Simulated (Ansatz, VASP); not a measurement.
# InF: VASP beside Ansatz, part 2 of 2

Wanted: the spread between two codes on one cell, functional and k mesh. The cell is generated by rule, not measured, and may not be a known phase. The cell is taken from a series of runs on this material, whose earlier steps may have relaxed, scaled, displaced or heated it; both programs get it as it stands.

VASP 6.6.1 and Ansatz 0.2.0.

So far: Set-up; VASP: zone-centre phonons, LDA.

The structure was built from a prototype and need not be the compound's stable phase.

## Step 3: Ansatz: zone-centre phonons, LDA

Level of this step: Ansatz beside VASP: Kohn-Sham DFT, plane waves, LDA (Ansatz).

Ansatz runs on its default PAW (the set named soft_2) files.

The same cell, functional (in two slightly different forms) and mesh now go to Ansatz, which takes its cutoff from its data sets.

The input, input.yaml:

```yaml
crystal:
  lattice:
    - [0.0, 2.8592682639, 2.8592682639]
    - [2.8592682639, 0.0, 2.8592682639]
    - [2.8592682639, 2.8592682639, 0.0]
  atoms:
    - { symbol: In, position: [0.0, 0.0, 0.0] }
    - { symbol: F, position: [0.25, 0.25, 0.25] }
kpoints:
  mp_grid: { grid: [8, 8, 8] }
hamiltonian:
  xc: lda
scf:
  occupations: { method: fixed }
output:
  eigenvalues: true
phonons:
  method: dfpt
  dielectric: true
  rigid_motions: translations
```

Command:

```console
$ ansatz run input.yaml --threads 4 --pin off --max-ram 8192MiB --backend cpu --events-out ev --progress --plain --runs-dir out
```

Numbers of over 12 decimals in the logs are rounded to 6 here.

Log:

```text
Engine: ansatz 0.2.0, aarch64-unknown-linux-gnu
Pseudopotentials: kind: paw
Pseudopotential: In, paw, valence charge 13, recommended cutoff 420 eV (normal), In.paw.azcp
Pseudopotential: F, paw, valence charge 7, recommended cutoff 420 eV (normal), F.paw.azcp
Functional definition: SPW92
  exchange = slater_x
  correlation = pw_c
Crystal: 2 atoms, lattice volume = 46.751 Å³
Basis set: ecut = 420 eV, 941 PW (Γ), exchange–correlation on 60×60×60 points (8 copies of the dense FFT grid, shifted against one another)
Bands: 14, of which v1, the nominal top of the filled ones, is band 10 counted from 1 (9 counted from 0)
Symmetry: 24 space group operations
k-points: 95 of 512 (irreducible under 4 space group operations, time reversal used)
Non-local potential: In, projectors of the file, l = 0: 2, l = 1: 2, l = 2: 2, l = 3: 2
Non-local potential: F, projectors of the file, l = 0: 2, l = 1: 2, l = 2: 1
PAW form: soft (Blöchl's): semilocal exchange-correlation on the pseudo side does not see the compensation charge
PAW frozen core: In, regenerated for the run's functional, and the local potential with it (the file was generated under x = pbe(κ = 0.804, μ = 0.219515), c = pbe(β = 0.066725))
PAW frozen core: F, regenerated for the run's functional, and the local potential with it (the file was generated under x = pbe(κ = 0.804, μ = 0.219515), c = pbe(β = 0.066725))
PAW one-centre angular grid: In, 590 points (default); XC on 64 Gauss nodes
PAW one-centre angular grid: F, 110 points (default); XC on 64 Gauss nodes
Initial density: superposition of atomic densities (neutral atoms: chi_scale 0, normalization atom), corrected by the library's trained network
Initial wavefunctions: pseudopotential atomic-orbital guess
Functional: x = slater, c = lda
SCF iter   1: F=—  HF=-6250.937667 eV  |F-HF|=—  |Δ(HF+E_count)|=         —  Δρ=2.02e-2  dr2=1.51e-1  ethr=1.77e-3  ⟨swp⟩=4.4  Hψ=6303  notcnv=0  defer=120
preconditioner: auto → none  [insulator: Δε(μ)=0.985 eV  Ē_g=16.055 eV  n_scr=14 (ndim 8)  ℏωp=24.3 eV  f_vac=0.097  ε∞_Penn≈3.3]
SCF iter   2: F=—  HF=-6250.926532 eV  |F-HF|=—  |Δ(HF+E_count)|=   1.11e-2  Δρ=1.87e-2  dr2=1.08e-1  ethr=7.54e-4  ⟨swp⟩=2.0  Hψ=3272  notcnv=0  defer=148
SCF iter   3: F=—  HF=-6250.898659 eV  |F-HF|=—  |Δ(HF+E_count)|=   2.79e-2  Δρ=1.64e-3  dr2=5.45e-4  ethr=5.38e-4  ⟨swp⟩=2.0  Hψ=1924  notcnv=0  defer=157
SCF iter   4: F=—  HF=-6250.898701 eV  |F-HF|=—  |Δ(HF+E_count)|=   4.26e-5  Δρ=3.90e-4  dr2=5.65e-5  ethr=2.72e-6  ⟨swp⟩=2.0  Hψ=3190  notcnv=0  defer=173
SCF iter   5: F=—  HF=-6250.898702 eV  |F-HF|=—  |Δ(HF+E_count)|=   1.09e-6  Δρ=2.31e-4  dr2=2.06e-5  ethr=2.82e-7  ⟨swp⟩=3.0  Hψ=2280  notcnv=0  defer=23
SCF iter   6: F=—  HF=-6250.898698 eV  |F-HF|=—  |Δ(HF+E_count)|=   4.70e-6  Δρ=4.75e-5  dr2=8.39e-7  ethr=1.03e-7  ⟨swp⟩=2.4  Hψ=1975  notcnv=0
SCF iter   7: F=—  HF=-6250.898699 eV  |F-HF|=—  |Δ(HF+E_count)|=   9.86e-7  Δρ=5.92e-6  dr2=1.32e-8  ethr=4.20e-9  ⟨swp⟩=2.1  Hψ=1734  notcnv=0
SCF iter   8: F=-6250.898699 eV  HF=-6250.898699 eV  |F-HF|=5.73e-11  |Δ(HF+E_count)|=   1.68e-9  Δρ=3.91e-7  dr2=6.19e-11  ethr=1.00e-12  ⟨swp⟩=6.0  Hψ=8611  notcnv=0
SCF 1 converged in 8 iterations: F = -6250.898699 eV  dr2 = 6.19e-11
  greatest PAW one-centre occupation: 0.985 electrons in one spin orbital (limit 2), on the In atom at site 0 (counted from 0), in its partial waves of l = 2
DFPT response loops at Γ: preconditioner auto → none (the input reference at scf.mixing.eps_inf says where Resta's filter doesn't serve); β = 0.50; Broyden in place of MSR1
── the response to a field inside a basis, on 10×10×10 k-points: an SCF that follows is theirs, and a resumed run solves both again ──
Bands: 11, of which v1, the nominal top of the filled ones, is band 10 counted from 1 (9 counted from 0)
k-points: 110
Initial density: handed on by an earlier stage of this run
Initial wavefunctions: pseudopotential atomic-orbital guess (no wavefunctions were taken with the density)
Eigensolver: Dense (110 Hₖ)
SCF iter   1: F=—  HF=-6250.900602 eV  |F-HF|=—  |Δ(HF+E_count)|=         —  Δρ=6.47e-4  dr2=3.01e-5  ethr=1.00e-1
preconditioner: auto → none  [insulator: Δε(μ)=1.248 eV  Ē_g=13.293 eV  n_scr=14 (ndim 8)  ℏωp=24.3 eV  f_vac=0.101  ε∞_Penn≈4.3]
SCF iter   2: F=—  HF=-6250.900594 eV  |F-HF|=—  |Δ(HF+E_count)|=   8.08e-6  Δρ=2.88e-4  dr2=1.91e-5  ethr=1.50e-7
SCF iter   3: F=—  HF=-6250.900591 eV  |F-HF|=—  |Δ(HF+E_count)|=   2.37e-6  Δρ=2.06e-4  dr2=6.12e-6  ethr=9.56e-8
SCF iter   4: F=-6250.900590 eV  HF=-6250.900590 eV  |F-HF|=4.47e-9  |Δ(HF+E_count)|=   1.67e-6  Δρ=1.63e-5  dr2=3.83e-8  ethr=3.06e-8
SCF 1 converged in 4 iterations: F = -6250.900590 eV  dr2 = 3.83e-8
DFPT response loops at Γ: mixed as the last ones told, above
WARN: field response: ε∞ stands inside a basis, on 10×10×10 points; the force constants stand on the 8×8×8 k-mesh, whose period is 12.17 times the interband length at k = (0.0000, -0.5000, -0.5000), direct gap 1.184 eV, under 14: take them and everything formed from them as unconverged, and compare with a denser kpoints.mp_grid
SCF converged after 8 iterations
Free energy (F): -6250.898699 eV
Harris-Foulkes:  -6250.898699 eV  (|F-HF|=5.73e-11)
Internal energy: -6250.898699 eV  (E = F + TS)
E sigma→0 (E₀):  -6250.898699 eV
Fermi energy:    4.810074 eV
--- Per-component energies (eV) ---
  E_band       = -117.200792
  E_kinetic    = 444.550678
  E_local      = -1975.711317  (includes V_loc(G=0)·N_el)
  E_nonlocal   = 445.065794
  E_hartree    = 766.227769
  E_xc         = -291.761873
  E_vxc        = -201.938677  (∫ρ·V_xc dr)
  E_paw        = -4197.508041  (= ΣΔE_a)
  E_vpaw       = -361.624604  (= ΣTr[D̂ρ^β])
  E_aug_tail   = 0.002028  (compensation charges beyond the density's cutoff)
  E_ewald      = -1442.161526
  E_core_change = 0.397788  (= ΣΔE_core)
  E_smearing   = -0.000000  (= −TS)
  E_closure    = 0.000000  (closes the sum)
  Σ components = -6250.898699   (vs F -6250.898699, Δ=0.00e0)
--- Band table (eV; the first three rows and the last of 95) ---
  k-point 0: bands = [... 6 lower, 0.2794, 0.4290, 0.4290, 0.4290, 11.3105, 11.3105, 11.3105, 14.9989]
  k-point 1: bands = [... 6 lower, -0.3348, 0.4018, 0.4018, 1.1753, 10.2218, 11.2995, 11.2995, 15.5347]
  k-point 2: bands = [... 6 lower, -0.8751, 0.3359, 0.3359, 2.0955, 8.4963, 11.2419, 11.2419, 14.9002]
  k-point 94: bands = [... 6 lower, -1.1103, -0.2071, -0.1662, 4.7929, 7.1215, 8.5020, 9.2574, 14.1468]
--- Phonons (Γ-DFPT): 2 representative perturbations + reference, on 95 of 512 k-points (Σ response iterations 6) ---
  k mesh reduced under 4 symmetry operations, with k and −k counted as one. Each operation leaves every solved perturbation unchanged. A smaller set is not considered because the run solves the response to a homogeneous field
  ASR residual: 3.708e-4 → 0.000e0 eV/Å²; symmetrization residual: 1.837e-6 eV/Å²
  ASR residual per site (eV/Å²): 1.20e-4 3.71e-4
  Γ frequencies (cm⁻¹): 0.00 0.00 0.00 133.27 133.27 133.27
  ε∞ (high-frequency dielectric tensor):
        6.564856    -0.000000     0.000000
       -0.000000     6.564856    -0.000000
        0.000000    -0.000000     6.564856
  ε⁰ (static dielectric tensor: ions relaxed, cell fixed):
       14.532882     0.000000    -0.000000
        0.000000    14.532882    -0.000000
       -0.000000    -0.000000    14.532882
  ε⁰ − ε∞ (ionic part):
        7.968026     0.000000    -0.000000
        0.000000     7.968026    -0.000000
       -0.000000    -0.000000     7.968026
  softest optical mode at Γ: 133.27 cm⁻¹; the repairs (sum rule, projections) moved no ω² at Γ by more than (2.34 cm⁻¹)²
  Born effective charges Z* (e; rows j = field, columns β = displacement):
    site 0:
         1.48049    0.00000   -0.00000
         0.00000    1.48049   -0.00000
         0.00000   -0.00000    1.48049
    site 1:
        -1.48049   -0.00000    0.00000
        -0.00000   -1.48049    0.00000
        -0.00000    0.00000   -1.48049
  Z* charge neutrality: 5.798e-4 e pre-enforcement
  solved inside a basis spanned on kpoints, on 10×10×10 k-points transformed towards the longest dipole: ε∞ is read to err by 2.0e-2, Z* by 1.4e-2 e (field_mesh: kpoints solves on kpoints); Z* is corrected for what the basis lacks
  optical modes at Γ without the LO–TO term, one row a degenerate level:
      ω (cm⁻¹)  modes    IR ((D/Å)²/amu)
        133.27      3             9.3063
  optical modes at Γ + LO–TO along q̂ = [1.0000, 0.0000, 0.0000]:
      ω (cm⁻¹)  modes    IR ((D/Å)²/amu)
        133.27      2             6.2042
        198.29      1             3.1021
  optical modes at Γ + LO–TO along q̂ = [0.0000, 1.0000, 0.0000]:
      ω (cm⁻¹)  modes    IR ((D/Å)²/amu)
        133.27      2             6.2042
        198.29      1             3.1021
  optical modes at Γ + LO–TO along q̂ = [0.0000, 0.0000, 1.0000]:
      ω (cm⁻¹)  modes    IR ((D/Å)²/amu)
        133.27      2             6.2042
        198.29      1             3.1021
```

## Step 4: Comparison

Known differences besides the potentials themselves: the two LDA forms differ slightly; fixed occupations in Ansatz, narrow Gaussian smearing in VASP; VASP's response is taken on the typed mesh, Ansatz refines its own for the field response alone; the cutoff is 420 eV in Ansatz and 600 eV in VASP; VASP's log shows a relativistic correction to its local exchange, Ansatz's none. Total energies have different zeros and are not compared.

Compared:

| quantity | Ansatz | VASP | difference |
| --- | --- | --- | --- |
| ε∞ xx | 6.56 | 6.82 | -3.73 % |
| ε∞ yy | 6.56 | 6.82 | -3.73 % |
| ε∞ zz | 6.56 | 6.82 | -3.73 % |
| Born charge of In1 (mean of the diagonal) (e) | 1.48 | 1.47 | +0.01 |
| Born charge of F2 (mean of the diagonal) (e) | -1.48 | -1.47 | -0.01 |
| optical mode 1 to 3 (cm⁻¹) | 133.3 | 133.2 | +0.08 % |

Modes are paired by rising frequency, not by their patterns, so a pair may set unlike modes beside each other; they are those without the splitting of longitudinal modes.

## Step 5: Summary of results

```json
{
  "r.m.s. difference of the optical zone-centre modes, each program's sorted by frequency (zone-centre phonons, LDA)": "0.10 cm⁻¹",
  "difference in ε∞ xx (zone-centre phonons, LDA)": "-3.7 %"
}
```

In words: The r.m.s. difference of the optical zone-centre modes, each program's sorted by frequency is 0.10 cm⁻¹ (zone-centre phonons, LDA). Among the rows given in per cent, the largest difference of the zone-centre phonons, LDA pair is in ε∞ xx, -3.7 %. How closely two codes agree says nothing of how well the functional describes the real material.

[Lines on the potential files, build, host, timing and source positions are cut from VASP's logs without a mark.]

[Logs are printed without paths, hosts, clocks, repeated set-up lines and the standing remarks that a program may print on its own settings, such as how far it seeks lower states.]

[Hosts, paths, dates, database ids (printed as entryN), source tags and the programs' standing remarks are cut or masked in the printed files.]
